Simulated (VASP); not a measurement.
**Ta2Si under strain**

Aim: follow the pressure of Ta2Si through compression, expansion and shear. All runs use PBEsol. Left out of this account: 1 further run (fields: a reference on another mesh). The start is a computed cell from the Materials Project.

Main program and level: VASP 6.6.1; PBEsol; plane waves and PAW (Ta_pv, Si).

This is a report of a sequence of runs, with most program output left out.

### Step 1. The structure

The structure is tetragonal, space group I4/mcm (No. 140). The conventional cell has a = 6.176 Å, b = 6.176 Å, c = 5.047 Å, α = 90.00°, β = 90.00°, γ = 90.00°. Ta has 4 Si at 2.63 Å and 3 Ta at 2.86 to 2.94 Å nearest. Si has 2 Si at 2.52 Å and 8 Ta at 2.63 Å nearest. Farther neighbours are not listed.

Coordinates:

```xyz
6
Lattice="-3.0878 3.0878 2.5236 3.0878 -3.0878 2.5236 3.0878 3.0878 -2.5236" Properties=species:S:1:pos:R:3 pbc="T T T"
Ta    2.0775    1.0103    2.5236
Ta   -1.0103    2.0775    2.5236
Ta    1.0103    2.0775    0.0000
Ta    4.0980    1.0103    0.0000
Si    0.0000    0.0000    1.2618
Si    0.0000    0.0000    3.7855
```

### Step 2. Bands, cell as listed

The mesh alone shows little of the dispersion and can miss band extrema, so KPOINTS_OPT adds a path through the symmetry points after the self-consistent cycle. PBEsol restores the gradient expansion of exchange and is tuned for the cells of solids.

File INCAR:

```
SYSTEM = Ta2Si
PREC = Accurate
ENCUT = 400
EDIFF = 1E-06
NELM = 100
ISMEAR = -1
SIGMA = 0.05
LREAL = .FALSE.
ALGO = Normal
GGA = PS
NBANDS = 42
LASPH = .TRUE.
LORBIT = 11
LWAVE = .FALSE.
LCHARG = .FALSE.
KPAR = 4
```

File POSCAR:

```
Ta2Si
1.0
   -3.0877629443      3.0877629443      2.5236412193
    3.0877629443     -3.0877629443      2.5236412193
    3.0877629443      3.0877629443     -2.5236412193
Ta Si
4 2
Direct
    0.6635932100      0.8364067900      0.5000000000
    0.8364067900      0.3364067900      0.1728135800
    0.3364067900      0.1635932100      0.5000000000
    0.1635932100      0.6635932100      0.8271864200
    0.2500000000      0.2500000000      0.0000000000
    0.7500000000      0.7500000000      0.0000000000
```

File KPOINTS:

```
Automatic mesh
0
Gamma
8 8 8
0 0 0
```

File KPOINTS_OPT:

```
Line mode
16
Line-mode
Reciprocal
  0.00000000   0.00000000   0.00000000 GAMMA
  0.00000000   0.00000000   0.50000000 X

  0.00000000   0.00000000   0.50000000 X
 -0.50000000   0.50000000   0.50000000 M

 -0.50000000   0.50000000   0.50000000 M
  0.00000000   0.00000000   0.00000000 GAMMA

  0.00000000   0.00000000   0.00000000 GAMMA
  0.41699649   0.41699649  -0.41699649 Z

  0.41699649   0.41699649  -0.41699649 Z
  0.25000000   0.25000000   0.25000000 P

  0.25000000   0.25000000   0.25000000 P
  0.00000000   0.50000000   0.00000000 N

  0.00000000   0.50000000   0.00000000 N
 -0.41699649   0.58300351   0.41699649 Z1

 -0.41699649   0.58300351   0.41699649 Z1
 -0.50000000   0.50000000   0.50000000 M

  0.00000000   0.00000000   0.50000000 X
  0.25000000   0.25000000   0.25000000 P
```

PAW data sets: Ta_pv and Si (PBE family, release 64).

Command:

```sh
> mpirun -np 4 vasp_std
```

The job ended after 77 s (4 MPI ranks of Intel Xeon 6975P-C (Granite Rapids), shared host; peak memory 1.4 GiB; 5.1 min of CPU time).

Spin-orbit coupling is off here; with elements this heavy it splits and shifts levels by tenths of an eV or more. The PAW data sets were made with PBE, which is usual practice but a small mismatch for other functionals. At this level the cell is under a tension of 2.9 GPa, so at these settings it is away from equilibrium.

This step gave:

```
SCF cycles              : 13
electrons               : 52
bands                   : 42
irreducible k-points    : 59
symmetry operations     : 16
free energy (TOTEN)     : -65.3042 eV
energy at zero smearing : -65.2897 eV
Fermi energy            : 7.418 eV
pressure                : -2.890 GPa
metallic                : yes
```

The electronic bands at the labelled points (eV, zero at the Fermi level; # counts the bands kept):

```
          point    #10    #11    #12    #13    #14   #15   #16   #17
              Γ  -2.46  -2.02   0.16   0.23   0.93  1.30  1.30  1.55
0.53 of the way  -2.31  -2.15  -0.13   0.30   0.34  0.51  0.64  2.35
              X  -1.93  -1.47  -0.19   0.00   0.08  0.63  1.33  1.79
0.53 of the way  -1.71  -1.65  -0.66  -0.05   0.05  0.09  1.30  2.07
              M  -1.05  -1.02  -1.02  -1.01  -0.25  0.22  0.72  0.72
0.53 of the way  -2.19  -2.09  -0.55  -0.23   0.51  0.61  0.63  2.53
              Γ  -2.46  -2.02   0.16   0.23   0.93  1.30  1.30  1.55
0.53 of the way  -1.80  -1.74  -1.01  -0.93   0.56  0.64  0.64  1.39
              Z  -1.12  -0.96  -0.96  -0.70  -0.27  0.42  0.42  0.92
0.47 of the way  -1.88  -1.69  -1.34  -0.41   0.60  0.72  1.41  1.68
              P  -1.91  -1.91  -1.10  -1.10   0.74  0.74  1.80  1.80
0.53 of the way  -1.89  -1.89  -1.11  -1.11   0.74  0.74  1.90  1.90
              N  -1.96  -1.96  -1.06  -1.06   0.69  0.69  1.87  1.87
0.47 of the way  -1.65  -1.63  -1.37  -0.12   0.41  0.44  1.06  1.50
             Z1  -1.12  -0.96  -0.96  -0.70  -0.27  0.42  0.42  0.92
0.47 of the way  -1.31  -1.00  -1.00  -0.64  -0.46  0.50  0.62  0.62
              M  -1.05  -1.02  -1.02  -1.01  -0.25  0.22  0.72  0.72
      jump to X  -1.93  -1.47  -0.19   0.00   0.08  0.63  1.33  1.79
0.53 of the way  -2.03  -1.32  -1.25  -0.30   0.05  0.97  1.66  2.46
              P  -1.91  -1.91  -1.10  -1.10   0.74  0.74  1.80  1.80
```

Of the projections kept (Ta, Si), the largest for each band there; the rest of the weight can lie on other orbitals:

```
point      #10      #11      #12      #13      #14      #15      #16      #17
    Γ  Ta 1.00  Ta 1.00  Ta 1.00  Ta 1.00  Ta 1.00  Ta 1.00  Ta 1.00  Ta 0.96
    X  Ta 0.90  Ta 0.90  Ta 0.97  Ta 1.00  Ta 0.99  Ta 1.00  Ta 0.99  Ta 1.00
    M  Ta 1.00  Ta 0.96  Ta 0.96  Ta 1.00  Ta 1.00  Ta 1.00  Ta 0.90  Ta 0.90
    Γ  Ta 1.00  Ta 1.00  Ta 1.00  Ta 1.00  Ta 1.00  Ta 1.00  Ta 1.00  Ta 0.96
    Z  Ta 0.99  Ta 0.97  Ta 0.97  Ta 1.00  Ta 1.00  Ta 0.89  Ta 0.89  Ta 1.00
    P  Ta 0.98  Ta 0.98  Ta 0.92  Ta 0.92  Ta 0.90  Ta 0.90  Ta 0.99  Ta 0.99
```

There is no gap at this level.

### Step 3. Bands, volume times 1.04

The cell is expanded evenly, with fractional positions held.

INCAR is that of step 2.

POSCAR: that of step 2 with these lines changed.

```diff
@@ -2,5 +2,5 @@
 1.0
-   -3.0877629443      3.0877629443      2.5236412193
-    3.0877629443     -3.0877629443      2.5236412193
-    3.0877629443      3.0877629443     -2.5236412193
+   -3.1283960638      3.1283960638      2.5568508332
+    3.1283960638     -3.1283960638      2.5568508332
+    3.1283960638      3.1283960638     -2.5568508332
 Ta Si
```

KPOINTS is that of step 2.

KPOINTS_OPT is that of step 2.

Command:

```sh
> mpirun -np 4 vasp_std
```

Elapsed: 88 s, on 4 MPI ranks; peak memory 1.4 GiB; 5.6 min of CPU time.

This step gave:

```yaml
free_energy_toten: -65.1390 eV
energy_at_zero_smearing: -65.1236 eV
fermi_energy: 7.054 eV
pressure: -10.77 GPa
```

The electronic bands at the labelled points (eV, zero at the Fermi level; # counts the bands kept):

```
          point    #10    #11    #12    #13    #14   #15   #16   #17
              Γ  -2.36  -1.98   0.19   0.23   0.87  1.24  1.24  1.48
0.53 of the way  -2.24  -2.10  -0.10   0.30   0.32  0.50  0.61  2.23
              X  -1.87  -1.45  -0.16   0.01   0.08  0.62  1.26  1.72
0.53 of the way  -1.62  -1.62  -0.63  -0.05   0.07  0.10  1.25  1.99
              M  -1.02  -0.97  -0.97  -0.97  -0.20  0.24  0.70  0.70
0.53 of the way  -2.12  -2.00  -0.53  -0.21   0.49  0.60  0.61  2.41
              Γ  -2.36  -1.98   0.19   0.23   0.87  1.24  1.24  1.48
0.47 of the way  -1.86  -1.32  -0.87  -0.83   0.50  0.80  0.80  1.80
              Z  -1.05  -0.91  -0.91  -0.64  -0.30  0.42  0.42  0.90
0.47 of the way  -1.79  -1.60  -1.26  -0.44   0.57  0.70  1.36  1.61
              P  -1.81  -1.81  -1.07  -1.07   0.70  0.70  1.74  1.74
0.47 of the way  -1.80  -1.80  -1.10  -1.10   0.71  0.71  1.81  1.81
              N  -1.86  -1.86  -1.07  -1.07   0.67  0.67  1.78  1.78
0.47 of the way  -1.57  -1.54  -1.29  -0.17   0.40  0.44  1.03  1.44
             Z1  -1.05  -0.91  -0.91  -0.64  -0.30  0.42  0.42  0.90
0.47 of the way  -1.24  -0.95  -0.95  -0.64  -0.40  0.51  0.61  0.61
              M  -1.02  -0.97  -0.97  -0.97  -0.20  0.24  0.70  0.70
      jump to X  -1.87  -1.45  -0.16   0.01   0.08  0.62  1.26  1.72
0.47 of the way  -1.97  -1.32  -1.01  -0.19   0.04  0.87  1.50  2.38
              P  -1.81  -1.81  -1.07  -1.07   0.70  0.70  1.74  1.74
```

Of the projections kept (Ta, Si), the largest for each band there; the rest of the weight can lie on other orbitals:

```
point      #10      #11      #12      #13      #14      #15      #16      #17
    Γ  Ta 1.00  Ta 1.00  Ta 1.00  Ta 1.00  Ta 1.00  Ta 1.00  Ta 1.00  Ta 0.96
    X  Ta 0.97  Ta 0.89  Ta 0.98  Ta 1.00  Ta 0.99  Ta 1.00  Ta 0.99  Ta 1.00
    M  Ta 1.00  Ta 1.00  Ta 0.96  Ta 0.96  Ta 1.00  Ta 1.00  Ta 0.90  Ta 0.90
    Γ  Ta 1.00  Ta 1.00  Ta 1.00  Ta 1.00  Ta 1.00  Ta 1.00  Ta 1.00  Ta 0.96
    Z  Ta 0.99  Ta 0.97  Ta 0.97  Ta 1.00  Ta 1.00  Ta 0.90  Ta 0.90  Ta 1.00
    P  Ta 0.98  Ta 0.98  Ta 0.92  Ta 0.92  Ta 0.90  Ta 0.90  Ta 0.99  Ta 0.99
```

 The pressure is -10.77 GPa.

For the pressure, step 2 gave -2.89 GPa; this run, with cell volume +4.0 %, gives -10.8 GPa.

### Step 4. Bands, volume times 1.08

INCAR is that of step 3.

POSCAR: that of step 3 with these lines changed.

```diff
@@ -2,5 +2,5 @@
 1.0
-   -3.1283960638      3.1283960638      2.5568508332
-    3.1283960638     -3.1283960638      2.5568508332
-    3.1283960638      3.1283960638     -2.5568508332
+   -3.1680002183      3.1680002183      2.5892194698
+    3.1680002183     -3.1680002183      2.5892194698
+    3.1680002183      3.1680002183     -2.5892194698
 Ta Si
```

KPOINTS is that of step 3.

KPOINTS_OPT is that of step 3.

Command:

```sh
> mpirun -np 4 vasp_std
```

Elapsed: 86 s, on 4 MPI ranks; peak memory 1.5 GiB; 5.5 min of CPU time.

This step gave:

* free energy (TOTEN): -64.8029 eV
* energy at zero smearing: -64.7865 eV
* Fermi energy: 6.711 eV
* pressure: -17.16 GPa

Electronic bands along the path, in eV, zero at the Fermi level; # counts the bands kept:

```csv
point,#10,#11,#12,#13,#14,#15,#16,#17
Γ,-2.26,-1.94,0.21,0.22,0.82,1.20,1.20,1.41
0.47 of the way,-2.19,-2.07,-0.14,0.34,0.38,0.55,0.63,1.98
X,-1.79,-1.43,-0.13,0.01,0.09,0.62,1.20,1.66
0.53 of the way,-1.58,-1.54,-0.60,-0.05,0.09,0.12,1.20,1.91
M,-0.98,-0.93,-0.92,-0.92,-0.16,0.25,0.68,0.68
0.53 of the way,-2.05,-1.90,-0.50,-0.19,0.48,0.58,0.60,2.30
Γ,-2.26,-1.94,0.21,0.22,0.82,1.20,1.20,1.41
0.47 of the way,-1.76,-1.27,-0.85,-0.77,0.45,0.78,0.78,1.74
Z,-0.98,-0.86,-0.86,-0.58,-0.32,0.42,0.42,0.88
0.53 of the way,-1.67,-1.58,-1.33,-0.50,0.65,0.72,1.35,1.59
P,-1.73,-1.73,-1.05,-1.05,0.66,0.66,1.67,1.67
0.53 of the way,-1.73,-1.73,-1.08,-1.08,0.69,0.69,1.74,1.74
N,-1.78,-1.78,-1.06,-1.06,0.66,0.66,1.70,1.70
0.47 of the way,-1.49,-1.45,-1.22,-0.21,0.40,0.44,1.00,1.38
Z1,-0.98,-0.86,-0.86,-0.58,-0.32,0.42,0.42,0.88
0.53 of the way,-1.16,-0.90,-0.90,-0.68,-0.32,0.46,0.61,0.61
M,-0.98,-0.93,-0.92,-0.92,-0.16,0.25,0.68,0.68
jump to X,-1.79,-1.43,-0.13,0.01,0.09,0.62,1.20,1.66
0.53 of the way,-1.87,-1.29,-1.10,-0.27,0.04,0.93,1.52,2.23
P,-1.73,-1.73,-1.05,-1.05,0.66,0.66,1.67,1.67
```

Of the projections kept (Ta, Si), the largest for each band there; the rest of the weight can lie on other orbitals:

```csv
point,#10,#11,#12,#13,#14,#15,#16,#17
Γ,Ta 1.00,Ta 1.00,Ta 1.00,Ta 1.00,Ta 1.00,Ta 1.00,Ta 1.00,Ta 0.96
X,Ta 0.99,Ta 0.89,Ta 0.98,Ta 1.00,Ta 1.00,Ta 1.00,Ta 0.99,Ta 1.00
M,Ta 1.00,Ta 1.00,Ta 0.96,Ta 0.96,Ta 1.00,Ta 1.00,Ta 0.91,Ta 0.91
Γ,Ta 1.00,Ta 1.00,Ta 1.00,Ta 1.00,Ta 1.00,Ta 1.00,Ta 1.00,Ta 0.96
Z,Ta 0.99,Ta 0.97,Ta 0.97,Ta 1.00,Ta 1.00,Ta 0.90,Ta 0.90,Ta 1.00
P,Ta 0.98,Ta 0.98,Ta 0.93,Ta 0.93,Ta 0.89,Ta 0.89,Ta 0.99,Ta 0.99
```

Force by atom:

```csv
atom,x (eV/Å),y (eV/Å),z (eV/Å),size
Ta1,-0.0623,0.0623,0.0000,0.0881
Ta2,-0.0623,-0.0623,0.0000,0.0881
Ta3,0.0623,-0.0623,0.0000,0.0881
Ta4,0.0623,0.0623,0.0000,0.0881
Si5,0.0000,0.0000,0.0000,0.0000
Si6,0.0000,0.0000,0.0000,0.0000
```

 The pressure is -17.16 GPa.

Between step 2 and this run (cell volume +8.0 %) the value for the pressure moves from -2.89 GPa to -17.2 GPa.

### Step 5. Bands, sheared, principal strains -2.4, -0.4, +2.8 %

The cell is sheared at fixed volume, which lowers its symmetry.

INCAR is that of step 4.

POSCAR: that of step 4 with these lines changed.

```diff
@@ -2,5 +2,5 @@
 1.0
-   -3.1680002183      3.1680002183      2.5892194698
-    3.1680002183     -3.1680002183      2.5892194698
-    3.1680002183      3.1680002183     -2.5892194698
+   -2.9925590000      3.0963140000      2.5354030000
+    3.0849440000     -3.0616830000      2.6060660000
+    2.9948060000      3.0639290000     -2.4930300000
 Ta Si
```

KPOINTS is that of step 4.

File KPOINTS_OPT:

```
Line mode
16
Line-mode
Reciprocal
  0.00000000   0.00000000   0.50000000 X
  0.00000000   0.00000000   0.00000000 GAMMA

  0.00000000   0.00000000   0.00000000 GAMMA
 -0.50000000   0.00000000   0.00000000 Y

 -0.50000000   0.00000000   0.50000000 L
  0.00000000   0.00000000   0.00000000 GAMMA

  0.00000000   0.00000000   0.00000000 GAMMA
  0.50000000  -0.50000000   0.00000000 Z

  0.50000000  -0.50000000   0.50000000 N
  0.00000000   0.00000000   0.00000000 GAMMA

  0.00000000   0.00000000   0.00000000 GAMMA
  0.00000000  -0.50000000   0.00000000 M

  0.00000000  -0.50000000   0.50000000 R
  0.00000000   0.00000000   0.00000000 GAMMA
```

Command:

```sh
> mpirun -np 4 vasp_std
```

Run time: 2.7 min. Hardware: 4 MPI ranks; peak memory 3.6 GiB.

The path and its labels are those of the sheared lattice, so a letter need not mean the same point as in the unstrained cell.

Numbers from this step:

```
SCF cycles              : 14
irreducible k-points    : 260
symmetry operations     : 2
free energy (TOTEN)     : -65.2138 eV
energy at zero smearing : -65.2003 eV
Fermi energy            : 7.380 eV
pressure                : -2.430 GPa
```

The electronic bands at the labelled points (eV, zero at the Fermi level; # counts the bands kept):

```csv
point,#10,#11,#12,#13,#14,#15,#16,#17
X,-1.97,-1.31,-0.26,-0.02,0.21,0.68,1.29,1.72
0.47 of the way,-2.19,-2.16,-0.07,0.19,0.41,0.51,0.69,2.48
Γ,-2.32,-1.89,-0.03,0.24,0.85,1.48,1.53,1.54
0.53 of the way,-2.15,-1.19,-0.81,-0.71,0.31,1.36,1.77,2.18
Y,-1.91,-1.88,-1.07,-0.94,0.59,0.65,1.83,2.02
jump to L,-1.86,-1.86,-1.07,-1.02,0.82,0.83,1.75,1.81
0.47 of the way,-2.14,-1.27,-0.83,-0.64,0.40,1.09,1.66,2.29
Γ,-2.32,-1.89,-0.03,0.24,0.85,1.48,1.53,1.54
0.47 of the way,-2.28,-2.18,-0.13,0.11,0.49,0.68,0.75,2.33
Z,-1.96,-1.30,-0.26,-0.14,0.31,0.70,1.31,1.71
jump to N,-1.10,-0.93,-0.91,-0.84,-0.14,0.24,0.74,0.85
0.47 of the way,-2.07,-1.99,-0.37,-0.30,0.42,0.49,0.75,2.33
Γ,-2.32,-1.89,-0.03,0.24,0.85,1.48,1.53,1.54
0.53 of the way,-2.18,-1.19,-0.89,-0.71,0.28,1.45,1.79,2.24
M,-1.98,-1.97,-0.97,-0.92,0.55,0.57,1.94,2.03
jump to R,-1.88,-1.84,-1.11,-0.97,0.70,0.74,1.76,1.92
0.47 of the way,-2.14,-1.21,-0.79,-0.69,0.35,1.23,1.72,2.20
Γ,-2.32,-1.89,-0.03,0.24,0.85,1.48,1.53,1.54
```

Of the projections kept (Ta, Si), the largest for each band there; the rest of the weight can lie on other orbitals:

| point | #10 | #11 | #12 | #13 | #14 | #15 | #16 | #17 |
| --- | --- | --- | --- | --- | --- | --- | --- | --- |
| X | Ta 1.00 | Ta 0.90 | Ta 0.97 | Ta 1.00 | Ta 1.00 | Ta 1.00 | Ta 0.99 | Ta 1.00 |
| Γ | Ta 0.97 | Ta 0.99 | Ta 1.00 | Ta 1.00 | Ta 1.00 | Ta 1.00 | Ta 0.97 | Ta 1.00 |
| Y | Ta 0.90 | Ta 0.92 | Ta 0.94 | Ta 0.94 | Ta 0.93 | Ta 0.95 | Ta 0.99 | Ta 0.98 |
| L | Ta 0.92 | Ta 0.91 | Ta 0.94 | Ta 0.94 | Ta 0.95 | Ta 0.96 | Ta 0.99 | Ta 0.99 |
| Γ | Ta 0.97 | Ta 0.99 | Ta 1.00 | Ta 1.00 | Ta 1.00 | Ta 1.00 | Ta 0.97 | Ta 1.00 |
| Z | Ta 1.00 | Ta 0.90 | Ta 0.97 | Ta 1.00 | Ta 1.00 | Ta 1.00 | Ta 0.99 | Ta 1.00 |

Force by atom:

| atom | x (eV/Å) | y (eV/Å) | z (eV/Å) | size |
| --- | --- | --- | --- | --- |
| Ta1 | 0.145 | 0.093 | -0.110 | 0.204 |
| Ta2 | 0.140 | -0.090 | -0.206 | 0.266 |
| Ta3 | -0.145 | -0.093 | 0.110 | 0.204 |
| Ta4 | -0.140 | 0.090 | 0.206 | 0.266 |
| Si5 | 0.025 | -0.028 | 0.000 | 0.038 |
| Si6 | -0.025 | 0.028 | 0.000 | 0.038 |

 The pressure is -2.43 GPa, and the symmetry operations fall from 16 to 2.

### Step 6. Bands, volume times 0.96

The cell is compressed evenly, with fractional positions held.

INCAR is that of step 5.

POSCAR: that of step 5 with these lines changed.

```diff
@@ -2,5 +2,5 @@
 1.0
-   -2.9925590000      3.0963140000      2.5354030000
-    3.0849440000     -3.0616830000      2.6060660000
-    2.9948060000      3.0639290000     -2.4930300000
+   -3.0460313024      3.0460313024      2.4895337785
+    3.0460313024     -3.0460313024      2.4895337785
+    3.0460313024      3.0460313024     -2.4895337785
 Ta Si
```

KPOINTS is that of step 5.

File KPOINTS_OPT:

```
Line mode
16
Line-mode
Reciprocal
  0.00000000   0.00000000   0.00000000 GAMMA
  0.00000000   0.00000000   0.50000000 X

  0.00000000   0.00000000   0.50000000 X
 -0.50000000   0.50000000   0.50000000 M

 -0.50000000   0.50000000   0.50000000 M
  0.00000000   0.00000000   0.00000000 GAMMA

  0.00000000   0.00000000   0.00000000 GAMMA
  0.41699649   0.41699649  -0.41699649 Z

  0.41699649   0.41699649  -0.41699649 Z
  0.25000000   0.25000000   0.25000000 P

  0.25000000   0.25000000   0.25000000 P
  0.00000000   0.50000000   0.00000000 N

  0.00000000   0.50000000   0.00000000 N
 -0.41699649   0.58300351   0.41699649 Z1

 -0.41699649   0.58300351   0.41699649 Z1
 -0.50000000   0.50000000   0.50000000 M

  0.00000000   0.00000000   0.50000000 X
  0.25000000   0.25000000   0.25000000 P
```

Command:

```sh
> mpirun -np 4 vasp_std
```

Elapsed: 57 s, on 4 MPI ranks; peak memory 1.3 GiB.

Numbers from this step:

* SCF cycles: 13
* irreducible k-points: 59
* symmetry operations: 16
* free energy (TOTEN): -65.2588 eV
* energy at zero smearing: -65.2449 eV
* Fermi energy: 7.807 eV
* pressure: 6.817 GPa

The electronic bands at the labelled points (eV, zero at the Fermi level; # counts the bands kept):

```csv
point,#10,#11,#12,#13,#14,#15,#16,#17
Γ,-2.54,-2.06,0.13,0.23,0.98,1.35,1.35,1.62
0.47 of the way,-2.40,-2.23,-0.22,0.39,0.40,0.63,0.67,2.34
X,-1.95,-1.48,-0.23,0.00,0.08,0.63,1.40,1.86
0.47 of the way,-1.86,-1.57,-0.58,-0.03,0.00,0.15,1.34,2.29
M,-1.09,-1.08,-1.08,-1.04,-0.30,0.20,0.74,0.74
0.47 of the way,-2.29,-2.08,-0.43,-0.41,0.45,0.47,0.81,2.69
Γ,-2.54,-2.06,0.13,0.23,0.98,1.35,1.35,1.62
0.47 of the way,-2.09,-1.44,-0.99,-0.91,0.64,0.85,0.85,1.94
Z,-1.19,-1.02,-1.02,-0.78,-0.22,0.43,0.43,0.93
0.53 of the way,-1.93,-1.82,-1.60,-0.43,0.75,0.77,1.50,1.82
P,-2.01,-2.01,-1.12,-1.12,0.78,0.78,1.87,1.87
0.47 of the way,-1.98,-1.98,-1.12,-1.12,0.77,0.77,1.98,1.98
N,-2.06,-2.06,-1.05,-1.05,0.70,0.70,1.96,1.96
0.47 of the way,-1.74,-1.72,-1.45,-0.06,0.40,0.44,1.10,1.57
Z1,-1.19,-1.02,-1.02,-0.78,-0.22,0.43,0.43,0.93
0.47 of the way,-1.38,-1.06,-1.06,-0.63,-0.52,0.49,0.64,0.64
M,-1.09,-1.08,-1.08,-1.04,-0.30,0.20,0.74,0.74
jump to X,-1.95,-1.48,-0.23,0.00,0.08,0.63,1.40,1.86
0.53 of the way,-2.12,-1.33,-1.32,-0.32,0.06,0.98,1.74,2.59
P,-2.01,-2.01,-1.12,-1.12,0.78,0.78,1.87,1.87
```

Of the projections kept (Ta, Si), the largest for each band there; the rest of the weight can lie on other orbitals:

```csv
point,#10,#11,#12,#13,#14,#15,#16,#17
Γ,Ta 0.71,Ta 1.00,Ta 1.00,Ta 1.00,Ta 1.00,Ta 1.00,Ta 1.00,Ta 0.96
X,Ta 0.80,Ta 0.90,Ta 0.97,Ta 1.00,Ta 0.99,Ta 1.00,Ta 0.99,Ta 1.00
M,Ta 1.00,Ta 0.96,Ta 0.96,Ta 1.00,Ta 1.00,Ta 1.00,Ta 0.89,Ta 0.89
Γ,Ta 0.71,Ta 1.00,Ta 1.00,Ta 1.00,Ta 1.00,Ta 1.00,Ta 1.00,Ta 0.96
Z,Ta 0.99,Ta 0.97,Ta 0.97,Ta 1.00,Ta 1.00,Ta 0.89,Ta 0.89,Ta 1.00
P,Ta 0.98,Ta 0.98,Ta 0.91,Ta 0.91,Ta 0.90,Ta 0.90,Ta 0.99,Ta 0.99
```

Force by atom:

| atom | x (eV/Å) | y (eV/Å) | z (eV/Å) | size |
| --- | --- | --- | --- | --- |
| Ta1 | 0.108 | -0.108 | 0.000 | 0.153 |
| Ta2 | 0.108 | 0.108 | 0.000 | 0.153 |
| Ta3 | -0.108 | 0.108 | 0.000 | 0.153 |
| Ta4 | -0.108 | -0.108 | 0.000 | 0.153 |
| Si5 | 0.000 | 0.000 | 0.000 | 0.000 |
| Si6 | 0.000 | 0.000 | 0.000 | 0.000 |

 The pressure is 6.82 GPa.

For the pressure, step 2 gave -2.89 GPa; this run, with cell volume -4.0 %, gives 6.82 GPa.

[end of part 1 of 2]

[Lines on the potential files, build, host, timing and source positions are cut from VASP's logs without a mark.]

[Logs are printed without paths, hosts, clocks, repeated set-up lines and the standing remarks that a program may print on its own settings, such as how far it seeks lower states.]

[Hosts, paths, dates, database ids (printed as entryN), source tags and the programs' standing remarks are cut or masked in the printed files.]

[A measured line is paired with the nearest computed mode of its activity, which favours agreement.]
